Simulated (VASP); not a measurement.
# GW on GaAs, part 4 of 4

How does the gap of GaAs change from the starting functional to GW? The cell is of the zinc-blende type, one of the forms listed for this formula. The start is a cell from a database of measured crystal structures.

VASP 6.6.1, plane waves and PAW; the level of theory is named at each step.

So far, quasiparticle gap on the mesh (eV): step 4 (G0W0, bands in the sums 48) 1.65; step 6 (G0W0, bands in the sums 64) 1.64; step 8 (G0W0, bands in the sums 88) 1.63; step 10 (G0W0, bands in the sums 120) 1.62; step 12 (G0W0, bands in the sums 152) 1.61.

## Step 14: G0W0, bands in the sums 192

This step: G0W0 on r2SCAN; plane waves and PAW (As_GW, Ga_d_GW) (VASP 6.6.1).

The sums now run over 192 bands at the same response cutoff.

Input file INCAR:

```
SYSTEM = GaAs
PREC = Accurate
ENCUT = 430
ISMEAR = 0
SIGMA = 0.01
LREAL = .FALSE.
METAGGA = R2SCAN
LASPH = .TRUE.
NBANDS = 192
ALGO = EVGW0
NELMGW = 1
ENCUTGW = 200
NOMEGA = 64
PRECFOCK = Fast
NBANDSGW = 24
LWAVE = .FALSE.
LCHARG = .FALSE.
```

Input file POSCAR:

```
GaAs
1.0
    0.0000000000      2.8268500000      2.8268500000
    2.8268500000      0.0000000000      2.8268500000
    2.8268500000      2.8268500000      0.0000000000
As Ga
1 1
Direct
    0.7500000000      0.7500000000      0.7500000000
    0.0000000000      0.0000000000      0.0000000000
```

Input file KPOINTS:

```
Automatic mesh
0
Gamma
4 4 4
0 0 0
```

The projector-augmented-wave data sets are As_GW and Ga_d_GW (PBE family, release 64).

Command:

```sh
mpirun -np 8 vasp_std
```

Output:

```text
[banner, memory and clock lines left out]
running    8 mpi-ranks, on    1 nodes
[...]
[... a notice as in an earlier step ...]

 [... a notice as in an earlier step ...]

 [... a notice as in an earlier step ...]

 LDA part: xc-table for (None), standard interpolation
 found WAVECAR, reading the header
 POSCAR, INCAR and KPOINTS ok, starting setup
[...]
reading WAVECAR
 the WAVECAR file was read successfully
 initial charge from wavefunction
 available memory per node:     61.19 GB, setting MAXMEM to     62663

 The Fermi energy was updated, please check that it is located mid-gap
 values below the HOMO (VB) or above the LUMO (CB) will cause erroneous energies
 E-fermi :   4.1307

 calculate exact exchange contribution
 the WAVEDER file was read successfully
energies w=
    0.000    0.000    0.407    0.000    0.813    0.000    1.218    0.000
    1.619    0.000    2.018    0.000    2.412    0.000    2.801    0.000
    3.186    0.000    3.565    0.000    3.939    0.000    4.308    0.000
[...]
total number of BLAS operations        840.14 Gflops
NQ=   4    0.2500    0.2500    0.0000,
|.........|.........|.........|.........|.........|.........|.........|.........
 performed       1836000 updates of chi_q(r,r)
 total number of BLAS operations       1238.65 Gflops
NQ=   5    0.5000    0.2500    0.0000,
|.........|.........|.........|.........|.........|.........|.........|.........
 performed       2581000 updates of chi_q(r,r)
 total number of BLAS operations       1740.12 Gflops
NQ=   6   -0.2500    0.2500    0.0000,
|.........|.........|.........|.........|.........|.........|.........|.........
 performed       3252000 updates of chi_q(r,r)
 total number of BLAS operations       2207.70 Gflops
NQ=   7    0.5000    0.5000    0.0000,
|.........|.........|.........|.........|.........|.........|.........|.........
 performed       3665000 updates of chi_q(r,r)
 total number of BLAS operations       2509.45 Gflops
NQ=   8   -0.2500    0.5000    0.2500,
|.........|.........|.........|.........|.........|.........|.........|.........
 performed       4189000 updates of chi_q(r,r)
 total number of BLAS operations       2838.21 Gflops
 resolving degeneracies of screened two electron integrals

 calculate QP shifts <psi_nk| G(iteration)W_0 |psi_nk>: iteration 1
 entering main loop
```

It took 34 s on 8 MPI ranks of Intel Xeon 6975P-C (Granite Rapids), shared host; peak memory 2.1 GiB; 4.3 min of CPU time.

Parts of OUTCAR (step 14):

```text
 QP shifts <psi_nk| G(iteration)W_0 |psi_nk>: iteration 1
 for sc-GW calculations column KS-energies equals QP-energies in previous step
 and V_xc(KS)=  KS-energies - (<T + V_ion + V_H > + <T+V_H+V_ion>^1  + <V_x>^1)
 k-point   1 :       0.0000    0.0000    0.0000
  band No.  KS-energies  QP-energies   sigma(KS)   V_xc(KS)     V^pw_x(r,r')   Z            occupation Imag(sigma)
    ...
      6      -9.5658      -9.5716     -11.9098     -11.9006     -18.1042       0.6346       2.0000       0.8490
      7       3.6395       3.3287     -12.5801     -12.1818     -13.7902       0.7803       2.0000       0.0514
      8       3.6395       3.3287     -12.5801     -12.1818     -13.7902       0.7803       2.0000       0.0514
      9       3.6395       3.3287     -12.5801     -12.1818     -13.7902       0.7803       2.0000       0.0514
     10       4.6219       4.9381     -10.8335     -11.2390      -6.8882       0.7798       0.0000      -0.0497
     11       7.6583       7.6916      -9.8804      -9.9240      -5.5261       0.7667       0.0000      -0.0662
     12       7.6583       7.6916      -9.8804      -9.9240      -5.5261       0.7667       0.0000      -0.0662
     13       7.6583       7.6916      -9.8804      -9.9240      -5.5261       0.7667       0.0000      -0.0662
    ...

[... 1 part as in an earlier step ...]

[... 2 further parts left out ...]
[key lines of the parts left out:]
E-fermi :   4.1307
```

The gap is now 1.609 eV, -4 meV against the GW run before. Spin-orbit coupling is left out.

## Step 15: Empty bands

This step: r2SCAN; plane waves and PAW (As_GW, Ga_d_GW) (VASP 6.6.1).

The empty bands are made again, for the run that follows.

Input file INCAR:

```
SYSTEM = GaAs
PREC = Accurate
ENCUT = 430
ISMEAR = 0
SIGMA = 0.01
LREAL = .FALSE.
METAGGA = R2SCAN
LASPH = .TRUE.
NBANDS = 240
ALGO = Exact
NELM = 1
LWAVE = .TRUE.
LCHARG = .FALSE.
LOPTICS = .TRUE.
NEDOS = 1000
CSHIFT = 0.1
```

POSCAR is that of step 14.

KPOINTS is that of step 14.

Command:

```sh
mpirun -np 8 vasp_std
```

Output:

```text
[banner, memory and clock lines left out]
running    8 mpi-ranks, on    1 nodes
[...]
[... a notice as in an earlier step ...]

 [... a notice as in an earlier step ...]

 LDA part: xc-table for (None), standard interpolation
 found WAVECAR, reading the header
  number of bands has changed, file:    15 present:   240
  trying to continue reading WAVECAR, but it might fail
 POSCAR, INCAR and KPOINTS ok, starting setup
[...]
reading WAVECAR
 random initialization beyond band           15
 the WAVECAR file was read successfully
 initial charge from wavefunction
 entering main loop
       N       E                     dE             d eps       ncg     rms          rms(c)
[... 1 cycle as in an earlier step ...]
   1 F= -.26923205E+02 E0= -.26923205E+02  d E =-.117104E-80
 writing wavefunctions
 optical routines
 imaginary and real dielectric function
 direction            1
 direction            2
 direction            3
```

It took 8 s on 8 MPI ranks; peak memory 1.1 GiB.

OUTCAR, selected parts (step 15):

```text
  Total        0.1655182      0.1655182      0.1655182      0.0000000      0.0000000     -0.0000000
  in kB        5.8697299      5.8697299      5.8697299      0.0000000      0.0000000     -0.0000000
  external PRESSURE =       5.8697299 kB  Pullay stress =       0.0000000 kB

[... 4 parts as in an earlier step ...]

[... 2 further parts left out ...]
[key lines of the parts left out:]
E-fermi :   3.7730
```

WAVECAR now holds 240 bands for 18 electrons.

## Step 16: G0W0, bands in the sums 240

This step: G0W0 on r2SCAN; plane waves and PAW (As_GW, Ga_d_GW) (VASP 6.6.1).

The sums now run over 240 bands at the same response cutoff.

Input file INCAR:

```
SYSTEM = GaAs
PREC = Accurate
ENCUT = 430
ISMEAR = 0
SIGMA = 0.01
LREAL = .FALSE.
METAGGA = R2SCAN
LASPH = .TRUE.
NBANDS = 240
ALGO = EVGW0
NELMGW = 1
ENCUTGW = 200
NOMEGA = 64
PRECFOCK = Fast
NBANDSGW = 24
LWAVE = .FALSE.
LCHARG = .FALSE.
```

POSCAR is that of step 15.

KPOINTS is that of step 15.

Command:

```sh
mpirun -np 8 vasp_std
```

Output:

```text
[banner, memory and clock lines left out]
running    8 mpi-ranks, on    1 nodes
[...]
[... a notice as in an earlier step ...]

 [... a notice as in an earlier step ...]

 [... a notice as in an earlier step ...]

 LDA part: xc-table for (None), standard interpolation
 found WAVECAR, reading the header
 POSCAR, INCAR and KPOINTS ok, starting setup
[...]
reading WAVECAR
 the WAVECAR file was read successfully
 initial charge from wavefunction
 available memory per node:     61.47 GB, setting MAXMEM to     62945

 The Fermi energy was updated, please check that it is located mid-gap
 values below the HOMO (VB) or above the LUMO (CB) will cause erroneous energies
 E-fermi :   4.1307

 calculate exact exchange contribution
 the WAVEDER file was read successfully
energies w=
    0.000    0.000    0.444    0.000    0.886    0.000    1.327    0.000
    1.765    0.000    2.199    0.000    2.629    0.000    3.053    0.000
    3.472    0.000    3.886    0.000    4.294    0.000    4.696    0.000
[...]
total number of BLAS operations       1055.18 Gflops
NQ=   4    0.2500    0.2500    0.0000,
|.........|.........|.........|.........|.........|.........|.........|.........
 performed       2306000 updates of chi_q(r,r)
 total number of BLAS operations       1555.23 Gflops
NQ=   5    0.5000    0.2500    0.0000,
|.........|.........|.........|.........|.........|.........|.........|.........
 performed       3240000 updates of chi_q(r,r)
 total number of BLAS operations       2183.81 Gflops
NQ=   6   -0.2500    0.2500    0.0000,
|.........|.........|.........|.........|.........|.........|.........|.........
 performed       4082000 updates of chi_q(r,r)
 total number of BLAS operations       2770.09 Gflops
NQ=   7    0.5000    0.5000    0.0000,
|.........|.........|.........|.........|.........|.........|.........|.........
 performed       4601000 updates of chi_q(r,r)
 total number of BLAS operations       3149.17 Gflops
NQ=   8   -0.2500    0.5000    0.2500,
|.........|.........|.........|.........|.........|.........|.........|.........
 performed       5258000 updates of chi_q(r,r)
 total number of BLAS operations       3561.74 Gflops
 resolving degeneracies of screened two electron integrals

 calculate QP shifts <psi_nk| G(iteration)W_0 |psi_nk>: iteration 1
 entering main loop
```

Elapsed: 39 s, on 8 MPI ranks; peak memory 2.2 GiB; 5.1 min of CPU time.

Parts of OUTCAR (step 16):

```text
 QP shifts <psi_nk| G(iteration)W_0 |psi_nk>: iteration 1
 for sc-GW calculations column KS-energies equals QP-energies in previous step
 and V_xc(KS)=  KS-energies - (<T + V_ion + V_H > + <T+V_H+V_ion>^1  + <V_x>^1)
 k-point   1 :       0.0000    0.0000    0.0000
  band No.  KS-energies  QP-energies   sigma(KS)   V_xc(KS)     V^pw_x(r,r')   Z            occupation Imag(sigma)
    ...
      6      -9.5658      -9.5903     -11.9391     -11.9006     -18.1042       0.6387       2.0000       0.7950
      7       3.6395       3.3050     -12.6108     -12.1818     -13.7902       0.7797       2.0000       0.0352
      8       3.6395       3.3050     -12.6108     -12.1818     -13.7902       0.7797       2.0000       0.0352
      9       3.6395       3.3050     -12.6108     -12.1818     -13.7902       0.7797       2.0000       0.0352
     10       4.6219       4.8952     -10.8873     -11.2390      -6.8882       0.7771       0.0000      -0.0916
     11       7.6583       7.6659      -9.9139      -9.9240      -5.5261       0.7648       0.0000      -0.0778
     12       7.6583       7.6659      -9.9139      -9.9240      -5.5261       0.7648       0.0000      -0.0778
     13       7.6583       7.6659      -9.9139      -9.9240      -5.5261       0.7648       0.0000      -0.0778
    ...

[... 1 part as in an earlier step ...]

[... 2 further parts left out ...]
[key lines of the parts left out:]
E-fermi :   4.1307
```

The gap is now 1.590 eV, -19 meV against the GW run before. Spin-orbit coupling is left out.

## Step 17: Empty bands

This step: r2SCAN; plane waves and PAW (As_GW, Ga_d_GW) (VASP 6.6.1).

The empty bands are made again, for the run that follows.

Input file INCAR:

```
SYSTEM = GaAs
PREC = Accurate
ENCUT = 430
ISMEAR = 0
SIGMA = 0.01
LREAL = .FALSE.
METAGGA = R2SCAN
LASPH = .TRUE.
NBANDS = 296
ALGO = Exact
NELM = 1
LWAVE = .TRUE.
LCHARG = .FALSE.
LOPTICS = .TRUE.
NEDOS = 1000
CSHIFT = 0.1
```

POSCAR is that of step 16.

KPOINTS is that of step 16.

Command:

```sh
mpirun -np 8 vasp_std
```

Output:

```text
[banner, memory and clock lines left out]
running    8 mpi-ranks, on    1 nodes
[...]
[... a notice as in an earlier step ...]

 [... a notice as in an earlier step ...]

 LDA part: xc-table for (None), standard interpolation
 found WAVECAR, reading the header
  number of bands has changed, file:    15 present:   296
  trying to continue reading WAVECAR, but it might fail
 POSCAR, INCAR and KPOINTS ok, starting setup
[...]
reading WAVECAR
 random initialization beyond band           15
 the WAVECAR file was read successfully
 initial charge from wavefunction
 entering main loop
       N       E                     dE             d eps       ncg     rms          rms(c)
[... 1 cycle as in an earlier step ...]
   1 F= -.26923205E+02 E0= -.26923205E+02  d E =-.911949E-89
 writing wavefunctions
 optical routines
 imaginary and real dielectric function
 direction            1
 direction            2
 direction            3
```

Run time: 8.2 s. Hardware: 8 MPI ranks; peak memory 1.1 GiB.

Parts of OUTCAR (step 17):

```text
[... 5 parts as in an earlier step ...]

[... 2 further parts left out ...]
[key lines of the parts left out:]
E-fermi :   3.7798
```

WAVECAR now holds 296 bands for 18 electrons.

## Step 18: G0W0, bands in the sums 296

This step: G0W0 on r2SCAN; plane waves and PAW (As_GW, Ga_d_GW) (VASP 6.6.1).

The sums now run over 296 bands at the same response cutoff.

Input file INCAR:

```
SYSTEM = GaAs
PREC = Accurate
ENCUT = 430
ISMEAR = 0
SIGMA = 0.01
LREAL = .FALSE.
METAGGA = R2SCAN
LASPH = .TRUE.
NBANDS = 296
ALGO = EVGW0
NELMGW = 1
ENCUTGW = 200
NOMEGA = 64
PRECFOCK = Fast
NBANDSGW = 24
LWAVE = .FALSE.
LCHARG = .FALSE.
```

POSCAR is that of step 17.

KPOINTS is that of step 17.

Command:

```sh
mpirun -np 8 vasp_std
```

Output:

```text
[banner, memory and clock lines left out]
running    8 mpi-ranks, on    1 nodes
[...]
[... a notice as in an earlier step ...]

 [... a notice as in an earlier step ...]

 [... a notice as in an earlier step ...]

 LDA part: xc-table for (None), standard interpolation
 found WAVECAR, reading the header
 POSCAR, INCAR and KPOINTS ok, starting setup
[...]
reading WAVECAR
 the WAVECAR file was read successfully
 initial charge from wavefunction
 available memory per node:     61.01 GB, setting MAXMEM to     62475

 The Fermi energy was updated, please check that it is located mid-gap
 values below the HOMO (VB) or above the LUMO (CB) will cause erroneous energies
 E-fermi :   4.1307

 calculate exact exchange contribution
 the WAVEDER file was read successfully
energies w=
    0.000    0.000    0.411    0.000    0.822    0.000    1.230    0.000
    1.636    0.000    2.038    0.000    2.436    0.000    2.829    0.000
    3.217    0.000    3.600    0.000    3.978    0.000    4.350    0.000
[...]
total number of BLAS operations       1306.07 Gflops
NQ=   4    0.2500    0.2500    0.0000,
|.........|.........|.........|.........|.........|.........|.........|.........
 performed       2856000 updates of chi_q(r,r)
 total number of BLAS operations       1924.58 Gflops
NQ=   5    0.5000    0.2500    0.0000,
|.........|.........|.........|.........|.........|.........|.........|.........
 performed       4010000 updates of chi_q(r,r)
 total number of BLAS operations       2701.45 Gflops
NQ=   6   -0.2500    0.2500    0.0000,
|.........|.........|.........|.........|.........|.........|.........|.........
 performed       5051000 updates of chi_q(r,r)
 total number of BLAS operations       3426.21 Gflops
NQ=   7    0.5000    0.5000    0.0000,
|.........|.........|.........|.........|.........|.........|.........|.........
 performed       5694000 updates of chi_q(r,r)
 total number of BLAS operations       3895.51 Gflops
NQ=   8   -0.2500    0.5000    0.2500,
|.........|.........|.........|.........|.........|.........|.........|.........
 performed       6507000 updates of chi_q(r,r)
 total number of BLAS operations       4405.86 Gflops
 resolving degeneracies of screened two electron integrals

 calculate QP shifts <psi_nk| G(iteration)W_0 |psi_nk>: iteration 1
 entering main loop
```

Elapsed: 51 s, on 8 MPI ranks; peak memory 2.3 GiB; 6.7 min of CPU time.

From OUTCAR (step 18):

```text
 QP shifts <psi_nk| G(iteration)W_0 |psi_nk>: iteration 1
 for sc-GW calculations column KS-energies equals QP-energies in previous step
 and V_xc(KS)=  KS-energies - (<T + V_ion + V_H > + <T+V_H+V_ion>^1  + <V_x>^1)
 k-point   1 :       0.0000    0.0000    0.0000
  band No.  KS-energies  QP-energies   sigma(KS)   V_xc(KS)     V^pw_x(r,r')   Z            occupation Imag(sigma)
    ...
      6      -9.5658      -9.6020     -11.9574     -11.9006     -18.1042       0.6393       2.0000       0.8400
      7       3.6395       3.2891     -12.6319     -12.1818     -13.7902       0.7787       2.0000       0.0220
      8       3.6395       3.2891     -12.6319     -12.1818     -13.7902       0.7787       2.0000       0.0220
      9       3.6395       3.2891     -12.6319     -12.1818     -13.7902       0.7787       2.0000       0.0220
     10       4.6219       4.8733     -10.9148     -11.2390      -6.8882       0.7755       0.0000      -0.0747
     11       7.6583       7.6472      -9.9384      -9.9240      -5.5261       0.7669       0.0000      -0.0912
     12       7.6583       7.6472      -9.9384      -9.9240      -5.5261       0.7669       0.0000      -0.0912
     13       7.6583       7.6472      -9.9384      -9.9240      -5.5261       0.7669       0.0000      -0.0912
    ...

[... 1 part as in an earlier step ...]

[... 2 further parts left out ...]
[key lines of the parts left out:]
E-fermi :   4.1307
```

The gap is now 1.584 eV, -6 meV against the GW run before. Spin-orbit coupling is left out.

## Step 19: Summary

This step: GW series: G0W0 on r2SCAN; plane waves and PAW (VASP 6.6.1).

No new run; the numbers come from the runs before.

G0W0 on a 4x4x4 mesh; cost is wall time times ranks on a shared host, with the step that makes the empty bands but not the self-consistent start. G0W0 series:

| bands in the sums | quasiparticle gap (eV) | direct quasiparticle gap (eV) | cost (core minutes) |
| --- | --- | --- | --- |
| 48 | 1.647 | 1.647 | 2.48 |
| 64 | 1.636 | 1.636 | 3.04 |
| 88 | 1.626 | 1.626 | 3.92 |
| 120 | 1.616 | 1.616 | 4.43 |
| 152 | 1.613 | 1.613 | 4.85 |
| 192 | 1.609 | 1.609 | 5.6 |
| 240 | 1.59 | 1.59 | 6.27 |
| 296 | 1.584 | 1.584 | 7.89 |

## Step 20: Summary of results

- G0W0 on r2SCAN, 296 bands, ENCUTGW 200 eV, NOMEGA 64, mesh 4×4×4: 0.982 → 1.584 eV
- G0W0 on r2SCAN, 48 bands, ENCUTGW 200 eV, NOMEGA 64, mesh 4×4×4: 0.982 → 1.647 eV

G0W0 gives a quasiparticle gap of 1.584 eV on the mesh, 0.60 eV over the r2SCAN gap on the same mesh. On mesh and path the starting valence top lies at Γ and the conduction bottom at Γ, so the starting gap is direct. Both points lie on the GW mesh. The steps of the series move the gap by -11, -11, -10, -3, -4, -19, -6 meV; the last costs 1.3 times the one before. The last step lies within a tolerance of 30 meV, picked for this account, and the last two together move the gap by -25 meV. Response cutoff and mesh weren't varied, so the series can only reach this cutoff's value. The orbitals give an independent-particle dielectric component as large as 38 on this mesh, so the screening is unlikely to be converged. In Ga_d_GW the d shell is in the valence without all the semicore s and p states of the same shell; those stay frozen in the core, and how far that moves the GW gap wasn't tested here. Spin-orbit coupling is left out; with As and Ga in the cell it can split or shift band edges, by an amount that depends on which atoms form them and isn't tested here. Not tabulated here, as repeats of values shown or as unfit to read for their mesh, reference level or band range: eps2 curves (empty bands); eps1 curves and static values (empty bands); gaps (empty bands).

Comparison with the measured values:

| quantity | measured | r2SCAN | G0W0 on r2SCAN |
| --- | --- | --- | --- |
| band gap (direct gap) (eV) | 1.418 | 0.98 (-0.44 eV) | 1.58 (+0.17 eV) |

Measured values from arxiv:0805.2212 (2008).

How well it matches: The band gap is off by +0.17 eV at G0W0 on r2SCAN: fair agreement. An optical gap can lie under the band gap by the exciton's binding. Zero-point and thermal motion shift the measured gap. No cell relaxation is part of this session.

[Lines on the potential files, build, host, timing and source positions are cut from VASP's logs without a mark.]

[Logs are printed without paths, hosts, clocks, repeated set-up lines and the standing remarks that a program may print on its own settings, such as how far it seeks lower states.]

[Hosts, paths, dates, database ids (printed as entryN), source tags and the programs' standing remarks are cut or masked in the printed files.]

[Pressures printed for these runs are not shown converged in the cutoff: they can be off by several GPa and have the wrong sign.]
